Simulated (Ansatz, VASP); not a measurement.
# Al22Ga16O57 (partly crystallised 42Ga2O3-58Al2O3 (mol %)): VASP beside Ansatz, part 2 of 2

One calculation is typed for both programs; each brings its own data sets. How far apart do they land? The cell is taken from a series of runs on this material, whose earlier steps may have relaxed, scaled, displaced or heated it; both programs get it as it stands.

VASP 6.6.1 and Ansatz 0.2.0.

So far. Step 2 (VASP: single point, revPBE, pair 1): The run ends at a pressure of 11.02 GPa, with forces up to 2.2 eV/Å.

### Step 5. Ansatz: single point, revPBE, pair 2

Level of this step: Ansatz beside VASP: Kohn-Sham DFT, plane waves, revPBE (Ansatz).

With cell and atoms fixed, the geometry can't cause a difference; cores, projectors, grids and the points listed under the comparison can.

The cell is taken from a series of runs on this material, whose earlier steps may have relaxed, scaled, displaced or heated it; both programs get it as it stands.

Contents of input.yaml:

```yaml
crystal:
  lattice:
    - [9.81985, 0.0, 0.0]
    - [0.0, 9.81985, 0.0]
    - [0.0, 0.0, 9.81985]
  atoms:
    - { symbol: Ga, position: [0.44283, 0.91846, 0.68726] }
    - { symbol: Ga, position: [0.22147, 0.7004, 0.74681] }
    - { symbol: Ga, position: [0.70423, 0.04726, 0.87761] }
    - { symbol: Ga, position: [0.18283, 0.81393, 0.03781] }
    - { symbol: Ga, position: [0.03555, 0.45521, 0.30583] }
    - { symbol: Ga, position: [0.57406, 0.98523, 0.39317] }
    - { symbol: Ga, position: [0.9644, 0.05155, 0.11374] }
    - { symbol: Ga, position: [0.28037, 0.03095, 0.22756] }
    - { symbol: Ga, position: [0.56728, 0.48246, 0.36009] }
    - { symbol: Ga, position: [0.73704, 0.5902, 0.84492] }
    - { symbol: Ga, position: [0.76416, 0.46998, 0.11197] }
    - { symbol: Ga, position: [0.77899, 0.70201, 0.36624] }
    - { symbol: Ga, position: [0.02596, 0.52887, 0.96445] }
    - { symbol: Ga, position: [0.02839, 0.23354, 0.55224] }
    - { symbol: Ga, position: [0.94058, 0.28628, 0.82351] }
    - { symbol: Ga, position: [0.93102, 0.82215, 0.83078] }
    - { symbol: Al, position: [0.13865, 0.02315, 0.80834] }
    - { symbol: Al, position: [0.71808, 0.81383, 0.62445] }
    - { symbol: Al, position: [0.61763, 0.32684, 0.86472] }
    - { symbol: Al, position: [0.68636, 0.28474, 0.6085] }
    - { symbol: Al, position: [0.15367, 0.2587, 0.01627] }
    - { symbol: Al, position: [0.37927, 0.46059, 0.92174] }
    - { symbol: Al, position: [0.05573, 0.76793, 0.29303] }
    - { symbol: Al, position: [0.89255, 0.01959, 0.43475] }
    - { symbol: Al, position: [0.34778, 0.74668, 0.42253] }
    - { symbol: Al, position: [0.96002, 0.5507, 0.59486] }
    - { symbol: Al, position: [0.15867, 0.93115, 0.54487] }
    - { symbol: Al, position: [0.58096, 0.22802, 0.16829] }
    - { symbol: Al, position: [0.4258, 0.1276, 0.9456] }
    - { symbol: Al, position: [0.27383, 0.46453, 0.60258] }
[... 59 atom lines left out ...]
    - { symbol: O, position: [0.79921, 0.97662, 0.02403] }
    - { symbol: O, position: [0.83271, 0.70992, 0.96606] }
    - { symbol: O, position: [0.79128, 0.92644, 0.75671] }
    - { symbol: O, position: [0.96443, 0.30875, 0.37852] }
    - { symbol: O, position: [0.02309, 0.14107, 0.73838] }
    - { symbol: O, position: [0.65519, 0.84632, 0.27792] }
kpoints:
  mp_grid: { grid: [1, 1, 1] }
hamiltonian:
  xc: revpbe
scf:
  occupations: { method: fixed }
output:
  forces: true
  stress: true
  populations: intrinsic
  dos:
    method: { smearing: { sigma: 0.08 } }
    de: 0.1
    projected: { site_lists: { Al: [Al], Ga: [Ga], O: [O] } }
  eigenvalues: true
  write_density: true
  write_potential: true
  volumetric_format: npy
```

Launch:

```bash
> ansatz run input.yaml --threads 4 --pin off --max-ram 8192MiB --backend cpu --events-out ev --progress --plain --runs-dir out
```

Numbers of over 12 decimals in the logs are rounded to 6 here.

Log:

```text
[...]
Crystal: 95 atoms, lattice volume = 946.923 Å³
Basis set: ecut = 420 eV, 18613 PW (Γ), exchange–correlation on 144×144×144 points (8 copies of the dense FFT grid, shifted against one another)
Bands: 403, of which v1, the nominal top of the filled ones, is band 308 counted from 1 (307 counted from 0)
Symmetry: 1 space group operations
[...]
k-points: 1
[...]
--- intrinsic populations: 95 sites ---
  site symbol       q [e]
     0     Ga     11.9807
     1     Ga     11.9687
     2     Ga     11.9078
     3     Ga     11.9473
     4     Ga     11.9780
     5     Ga     11.9404
     6     Ga     11.9209
     7     Ga     11.9604
[...]
91      O      6.7433
    92      O      6.7445
    93      O      6.7911
    94      O      6.7783
  spilling = 0.000000 (of n_electrons = 616.000000)
[key lines of the parts left out:]
SCF converged after 10 iterations
Free energy (F): -104952.754723 eV
Fermi energy:    7.845686 eV
P = ⅓ Tr σ = 11.1943 GPa (111.943 kbar)
```

### Step 6. VASP: single point, revPBE, pair 2

The same cell, functional and mesh now go to VASP, with its own data sets.

Contents of INCAR:

```
SYSTEM = Al22Ga16O57
PREC = Accurate
ENCUT = 600
EDIFF = 1E-06
NELM = 120
ISMEAR = 0
SIGMA = 0.01
LREAL = Auto
ALGO = Normal
GGA = RE
NBANDS = 376
LORBIT = 11
LWAVE = .FALSE.
LCHARG = .FALSE.
ISIF = 2
LASPH = .TRUE.
GGA_COMPAT = .FALSE.
EFERMI = MIDGAP
NCORE = 2
```

Contents of POSCAR:

```
Al22Ga16O57
1.0
    9.8198500000      0.0000000000      0.0000000000
    0.0000000000      9.8198500000      0.0000000000
    0.0000000000      0.0000000000      9.8198500000
Ga Al O
16 22 57
Direct
    0.4428300000      0.9184600000      0.6872600000
    0.2214700000      0.7004000000      0.7468100000
    0.7042300000      0.0472600000      0.8776100000
    0.1828300000      0.8139300000      0.0378100000
    0.0355500000      0.4552100000      0.3058300000
    0.5740600000      0.9852300000      0.3931700000
    0.9644000000      0.0515500000      0.1137400000
    0.2803700000      0.0309500000      0.2275600000
    0.5672800000      0.4824600000      0.3600900000
    0.7370400000      0.5902000000      0.8449200000
    0.7641600000      0.4699800000      0.1119700000
    0.7789900000      0.7020100000      0.3662400000
    0.0259600000      0.5288700000      0.9644500000
    0.0283900000      0.2335400000      0.5522400000
    0.9405800000      0.2862800000      0.8235100000
    0.9310200000      0.8221500000      0.8307800000
    0.1386500000      0.0231500000      0.8083400000
    0.7180800000      0.8138300000      0.6244500000
    0.6176300000      0.3268400000      0.8647200000
    0.6863600000      0.2847400000      0.6085000000
    0.1536700000      0.2587000000      0.0162700000
    0.3792700000      0.4605900000      0.9217400000
    0.0557300000      0.7679300000      0.2930300000
    0.8925500000      0.0195900000      0.4347500000
    0.3477800000      0.7466800000      0.4225300000
    0.9600200000      0.5507000000      0.5948600000
    0.1586700000      0.9311500000      0.5448700000
    0.5809600000      0.2280200000      0.1682900000
    0.4258000000      0.1276000000      0.9456000000
    0.2738300000      0.4645300000      0.6025800000
[... 59 atom lines left out ...]
    0.7992100000      0.9766200000      0.0240300000
    0.8327100000      0.7099200000      0.9660600000
    0.7912800000      0.9264400000      0.7567100000
    0.9644300000      0.3087500000      0.3785200000
    0.0230900000      0.1410700000      0.7383800000
    0.6551900000      0.8463200000      0.2779200000
```

Contents of KPOINTS:

```
Automatic mesh
0
Gamma
1 1 1
0 0 0
```

PAW data sets: Ga_d, Al and O (PBE family, release 64).

Launch:

```bash
> mpirun -np 8 vasp_gam
```

Log:

```text
[banner, memory and clock lines left out]
running    8 mpi-ranks, on    1 nodes
[...]
[... a notice as in an earlier step ...]

 LDA part: xc-table for (Slater+PW92), standard interpolation
 POSCAR, INCAR and KPOINTS ok, starting setup
[...]
entering main loop
       N       E                     dE             d eps       ncg     rms          rms(c)
DAV:   1     0.170501777941E+05    0.17050E+05   -0.25424E+05   816   0.300E+03
DAV:   2     0.395677383719E+04   -0.13093E+05   -0.12209E+05   760   0.935E+02
DAV:   3    -0.151942516793E+03   -0.41087E+04   -0.38509E+04  1024   0.373E+02
DAV:   4    -0.662780238982E+03   -0.51084E+03   -0.50239E+03  1016   0.140E+02
[...]
DAV:  17    -0.599312720097E+03   -0.19060E-04   -0.21153E-04   880   0.488E-02    0.730E-03
DAV:  18    -0.599312721909E+03   -0.18123E-05   -0.29881E-05   864   0.302E-02    0.457E-03
DAV:  19    -0.599312722573E+03   -0.66384E-06   -0.99614E-06   848   0.190E-02
   1 F= -.59931272E+03 E0= -.59931272E+03  d E =0.000000E+00
```

OUTCAR, selected parts (step 6):

```text
  Total       53.1542399     67.6738100     72.2139263      2.1863273      7.4761197     10.4801864
  in kB       89.9360755    114.5029428    122.1847428      3.6992288     12.6494682     17.7322982
  external PRESSURE =     108.8745871 kB  Pullay stress =       0.0000000 kB

 POSITION                                       TOTAL-FORCE (eV/Angst)
 -----------------------------------------------------------------------------------
      4.34852      9.01914      6.74879        -0.441478      0.433912      0.660760
      2.17480      6.87782      7.33356        -0.362172     -0.176898     -0.033221
      6.91543      0.46409      8.61800         0.409529     -0.207738     -0.049079
      1.79536      7.99267      0.37129        -0.622263      0.335770     -0.513291
      0.34910      4.47009      3.00320         0.685569      0.263448     -0.028086
      5.63718      9.67481      3.86087         0.873903      0.700351     -0.381283
      9.47026      0.50621      1.11691        -0.632772     -0.031457     -0.249110
      2.75319      0.30392      2.23461        -0.134708     -0.426396      0.384631
      5.57060      4.73768      3.53603        -0.256781     -0.266650     -0.051668
      7.23762      5.79568      8.29699        -0.393461      0.117147     -0.655465
      7.50394      4.61513      1.09953         0.718201      1.240459     -1.482206
      7.64956      6.89363      3.59642         0.575139      1.159211      0.465812
      0.25492      5.19342      9.47075         0.010254     -0.946439      0.699746
[...]
-----------------------------------------------------------------------------------
    total drift:                                0.020075     -0.009301     -0.042149

  FREE ENERGIE OF THE ION-ELECTRON SYSTEM (eV)
  ---------------------------------------------------
  free  energy   TOTEN  =      -599.3127225728 eV

  energy  without entropy=     -599.3127225728  energy(sigma->0) =     -599.31272257

[... 1 part as in an earlier step ...]

[... 2 further parts left out ...]
[key lines of the parts left out:]
E-fermi :   6.4849
```

The run ends at a pressure of 10.89 GPa, with forces up to 3.0 eV/Å.

### Step 7. Differences

What differs besides the data sets and the points named for the pairs above, as far as they apply: the cutoff is 420 eV in Ansatz and 600 eV in VASP (PREC = Accurate, projectors in real space). Total energies have different zeros and are not compared.

Compared:

```csv
quantity,Ansatz,VASP,difference
pressure (GPa),11.19,10.89,+0.31
gap on the k mesh (eV),2.695,2.682,+0.013
```

Forces on 9 of the 95 atoms, those with the largest forces and the largest differences (eV/Å; atoms numbered as in POSCAR):

```csv
atom,"Ansatz x, y, z","VASP x, y, z"
Ga5,"0.726, 0.338, -0.014","0.686, 0.263, -0.028"
Ga11,"0.729, 1.313, -1.540","0.718, 1.240, -1.482"
Al36,"1.499, -1.929, -0.034","1.493, -1.949, -0.032"
O41,"0.371, 0.421, 0.196","0.353, 0.499, 0.179"
O42,"-1.197, -0.445, -2.083","-1.192, -0.439, -2.088"
O51,"-1.488, -2.198, 1.426","-1.510, -2.148, 1.428"
O56,"-1.147, 0.727, -2.134","-1.161, 0.772, -2.165"
O85,"-1.771, 0.023, 0.955","-1.769, 0.001, 0.993"
O89,"-1.067, -0.703, -1.524","-1.065, -0.698, -1.542"
```

The forces differ by 24 meV/Å r.m.s., which is 3.4 % of the r.m.s. force of 0.699 eV/Å (both taken over all components). A gap on the mesh is an upper bound, since the band edges may lie between its points.

### Step 8. Results

```yaml
r_m_s_force_difference_single_point_revpbe_pair_1: 3.9 % of the r.m.s. force
r_m_s_force_difference_single_point_revpbe_pair_2: 3.4 % of the r.m.s. force
```

**Reading.** The r.m.s. force difference is 3.9 % of the r.m.s. force (single point, revPBE, pair 1), beyond the 3 % picked in this series as the mark of a large difference. What causes the difference of the single point, revPBE, pair 1 pair stays open here. What causes the difference of the single point, revPBE, pair 2 pair stays open here. Such differences can come from data sets, numerical settings and the points named under the comparisons, not from the functional's error against experiment.

[Lines on the potential files, build, host, timing and source positions are cut from VASP's logs without a mark.]

[Logs are printed without paths, hosts, clocks, repeated set-up lines and the standing remarks that a program may print on its own settings, such as how far it seeks lower states.]

[Hosts, paths, dates, database ids (printed as entryN), source tags and the programs' standing remarks are cut or masked in the printed files.]
